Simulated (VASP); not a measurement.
Output of a VASP run:

File OUTCAR:
```
 ion  position               nearest neighbor table
   1  0.000  0.000  0.000-   2 2.15   2 2.15   2 2.15   2 2.15   2 2.15   2 2.15
   2  0.500  0.500  0.500-   1 2.15   1 2.15   1 2.15   1 2.15   1 2.15   1 2.15
  LATTYP: Found a face centered cubic cell.
 ALAT       =     4.3046116604
 Subroutine PRICEL returns:
 Original cell was already a primitive cell.
 Subroutine GETGRP returns: Found 48 space group operations
The static configuration has the point symmetry O_h .
The dynamic configuration has the point symmetry O_h .
 Subroutine INISYM returns: Found 48 space group operations
 Subroutine IBZKPT returns following result:
 Found     56 irreducible k-points:

 Following reciprocal coordinates:
            Coordinates               Weight
  0.000000  0.000000  0.000000      1.000000
  0.090909  0.000000  0.000000      8.000000
  0.181818  0.000000  0.000000      8.000000
  0.272727  0.000000  0.000000      8.000000
  0.363636  0.000000  0.000000      8.000000
  0.454545  0.000000  0.000000      8.000000
  0.090909  0.090909  0.000000      6.000000
  0.181818  0.090909  0.000000     24.000000
  0.272727  0.090909  0.000000     24.000000
  0.363636  0.090909  0.000000     24.000000
  0.454545  0.090909  0.000000     24.000000
 -0.454545  0.090909  0.000000     24.000000
 -0.363636  0.090909  0.000000     24.000000
 -0.272727  0.090909  0.000000     24.000000
 -0.181818  0.090909  0.000000     24.000000
 -0.090909  0.090909  0.000000     12.000000
  0.181818  0.181818  0.000000      6.000000
  0.272727  0.181818  0.000000     24.000000
  0.363636  0.181818  0.000000     24.000000
  0.454545  0.181818  0.000000     24.000000
 -0.454545  0.181818  0.000000     24.000000
 -0.363636  0.181818  0.000000     24.000000
 -0.272727  0.181818  0.000000     24.000000
 -0.181818  0.181818  0.000000     12.000000
  0.272727  0.272727  0.000000      6.000000
  0.363636  0.272727  0.000000     24.000000
  0.454545  0.272727  0.000000     24.000000
 -0.454545  0.272727  0.000000     24.000000
 -0.363636  0.272727  0.000000     24.000000
 -0.272727  0.272727  0.000000     12.000000
  0.363636  0.363636  0.000000      6.000000
  0.454545  0.363636  0.000000     24.000000
 -0.454545  0.363636  0.000000     24.000000
 -0.363636  0.363636  0.000000     12.000000
  0.454545  0.454545  0.000000      6.000000
 -0.454545  0.454545  0.000000     12.000000
  0.272727  0.181818  0.090909     24.000000
  0.363636  0.181818  0.090909     48.000000
  0.454545  0.181818  0.090909     48.000000
 -0.454545  0.181818  0.090909     48.000000
   k-points           NKPTS =     56   k-points in BZ     NKDIM =     56   number of bands    NBANDS=      8
   number of dos      NEDOS =    301   number of ions     NIONS =      2
   total plane-waves  NPLWV =  13824
   dimension x,y,z NGX =    24 NGY =   24 NGZ =   24
   dimension x,y,z NGXF=    48 NGYF=   48 NGZF=   48
   ions per type =               1   1
   PREC   = accura    normal or accurate (medium, high low for compatibility)
   ISTART =      0    job   : 0-new  1-cont  2-samecut
   ICHARG =      2    charge: 1-file 2-atom 10-const
   ISPIN  =      1    spin polarized calculation?
   LNONCOLLINEAR =      F non collinear calculations
   LSORBIT =      F    spin-orbit coupling
   INIWAV =      1    electr: 0-lowe 1-rand  2-diag
   ENCUT  =  520.0 eV  38.22 Ry    6.18 a.u.   5.66  5.66  5.66*2*pi/ulx,y,z
   NELM   =    100;   NELMIN=  2; NELMDL= -5     # of ELM steps
   EDIFF  = 0.1E-06   stopping-criterion for ELM
   LREAL  =      F    real-space projection
   NLSPLINE    = F    spline interpolate recip. space projectors
   LMAXMIX     =    2 max onsite mixed and CHGCAR
   VOSKOWN=      0    Vosko Wilk Nusair interpolation
   EDIFFG = 0.1E-05   stopping-criterion for IOM
   NSW    =      0    number of steps for IOM
   NBLOCK =      1;   KBLOCK =      1    inner block; outer block
   IBRION =     -1    ionic relax: 0-MD 1-quasi-New 2-CG
...
```

**OSZICAR**
```
       N       E                     dE             d eps       ncg     rms          rms(c)
DAV:   1     0.187013782488E+02    0.18701E+02   -0.47557E+03  1016   0.885E+02
DAV:   2    -0.106416839026E+02   -0.29343E+02   -0.28136E+02  1080   0.144E+02
DAV:   3    -0.111418897417E+02   -0.50021E+00   -0.50021E+00  1192   0.210E+01
DAV:   4    -0.111425715864E+02   -0.68184E-03   -0.68184E-03  1168   0.770E-01
DAV:   5    -0.111425725358E+02   -0.94943E-06   -0.94943E-06  1248   0.184E-02    0.722E+00
DAV:   6    -0.958979585500E+01    0.15528E+01   -0.10916E+01   896   0.227E+01    0.241E+00
DAV:   7    -0.956638572729E+01    0.23410E-01   -0.78177E-02   928   0.303E+00    0.132E+00
DAV:   8    -0.955716015999E+01    0.92256E-02   -0.30891E-02   912   0.253E+00    0.176E-01
DAV:   9    -0.955699337259E+01    0.16679E-03   -0.42214E-04  1296   0.199E-01    0.819E-02
DAV:  10    -0.955708065048E+01   -0.87278E-04   -0.13238E-04   928   0.121E-01    0.557E-03
DAV:  11    -0.955708012761E+01    0.52287E-06   -0.25668E-06  1224   0.114E-02    0.308E-03
DAV:  12    -0.955708001778E+01    0.10983E-06   -0.40096E-07   928   0.650E-03    0.444E-04
DAV:  13    -0.955708003811E+01   -0.20337E-07   -0.35622E-09   584   0.803E-04
   1 F= -.95570800E+01 E0= -.95570800E+01  d E =-.485633E-20
```

OUTCAR:
```
------------------------ aborting loop because EDIFF is reached ----------------------------------------
  FORCE on cell =-STRESS in cart. coord.  units (eV):
  Direction    XX          YY          ZZ          XY          YZ          ZX
  --------------------------------------------------------------------------------------
  Total       -1.0213584     -1.0213584     -1.0213584      0.0000000      0.0000000      0.0000000
  in kB      -82.0628887    -82.0628887    -82.0628887      0.0000000      0.0000000      0.0000000
  external PRESSURE =     -82.0628887 kB  Pullay stress =       0.0000000 kB
  volume of cell :       19.94
      direct lattice vectors                 reciprocal lattice vectors
     0.000000000  2.152305830  2.152305830    -0.232308993  0.232308993  0.232308993
     2.152305830  0.000000000  2.152305830     0.232308993 -0.232308993  0.232308993
     2.152305830  2.152305830  0.000000000     0.232308993  0.232308993 -0.232308993
  FREE ENERGIE OF THE ION-ELECTRON SYSTEM (eV)
  ---------------------------------------------------
  free  energy   TOTEN  =        -9.5570800381 eV

  energy  without entropy=       -9.5570800381  energy(sigma->0) =       -9.55708004
```
(Selected blocks of OUTCAR.)

### POSCAR
```
MgO
1
    0.0000000000     2.1523058302     2.1523058302
    2.1523058302     0.0000000000     2.1523058302
    2.1523058302     2.1523058302     0.0000000000
Mg O
1 1
Direct
  0.0000000000   0.0000000000   0.0000000000
  0.5000000000   0.5000000000   0.5000000000
```

Q: Write an INCAR and KPOINTS that could have produced this output.

A: One answer among several that fit: the input of the run itself, rev-vdW-DF2, plane waves, VASP's PBE PAW potentials (set 64).

INCAR:
```
SYSTEM = MgO
PREC = Accurate
ENCUT = 520
EDIFF = 1E-7
NELM = 100
ALGO = Normal
LREAL = .FALSE.
LASPH = .TRUE.
ISMEAR = 0
SIGMA = 0.05
GGA = MK
PARAM1 = 0.1234568
PARAM2 = 0.7114
ZAB_VDW = -1.8867
LUSE_VDW = .TRUE.
AGGAC = 0.0
LWAVE = .FALSE.
LCHARG = .FALSE.
ISIF = 2
```

**KPOINTS**
```
Automatic
0
G
11 11 11
0 0 0
```

POTCAR, in this order: Mg O (PBE.64 set). Program: vasp_std.

The compound is MgO in the rock salt structure. This cell is one point of a volume scan, at 1.06 of the reference volume.
